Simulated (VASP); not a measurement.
Energy against volume of LiF (rock salt). Computed with PBEsol GGA, VASP's PBE PAW potentials (set 64) (plane waves; VASP 6.6.1). Numerical set-up: 520 eV cut-off, 11×11×11 Γ-centred mesh, Gaussian smearing of 0.050 eV, potentials Li_sv F.

```
V (Å³/atom)  E (eV/atom)
-----------  -----------
7.543           -4.91701
7.784           -4.92353
8.025           -4.92607
8.265           -4.92525
```

Task: Fit these four points and predict the energy of the run at 8.506 Å³/atom.

Result: A cubic in V^(−2/3), the third-order Birch-Murnaghan form, passes through the four points with V0 = 8.08 Å³/atom and B0 = 72 GPa, and gives -4.9216 eV/atom there. The run gave -4.9215 eV/atom, +0.1 meV/atom from the fit; all five points give B0 = 73 GPa.

The compound is LiF in the rock salt structure. It was relaxed first.
